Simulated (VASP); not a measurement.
Given:

```
CELL_PARAMETERS angstrom
      0.00000     2.47500     2.47500
      2.47500     0.00000     2.47500
      2.47500     2.47500     0.00000
ATOMIC_POSITIONS crystal
  Pb 0.00000 0.00000 0.00000
```

The numbers are results of vdW-DF2, VASP's PBE PAW potentials (set 64) (plane waves; VASP), not measurements. Settings: 520 eV cut-off, 11×11×11 Γ-centred mesh, first-order Methfessel-Paxton smearing of 0.10 eV, potentials Pb_d.

Energy and stress use the plane-wave basis of the starting cell.

Question: The ions, cell shape and volume are relaxed. Give the cell that the relaxation ends in.

Answer: 
```
CELL_PARAMETERS angstrom
      0.00000     2.61433     2.61433
      2.61433     0.00000     2.61433
      2.61433     2.61433     0.00000
ATOMIC_POSITIONS crystal
  Pb 0.00000 0.00000 0.00000
```
Space group Fm-3m (225), at a tolerance of 0.03 Å.

Question: How do energy and volume change from the first to the last step?

Answer: The energy (σ→0) changes by -109.7 meV/atom and the volume by +17.9 %, in 3 ionic steps.

The compound is Pb in the fcc structure. This run relaxes it. Symmetry was kept, so distortions that lower it aren't found.
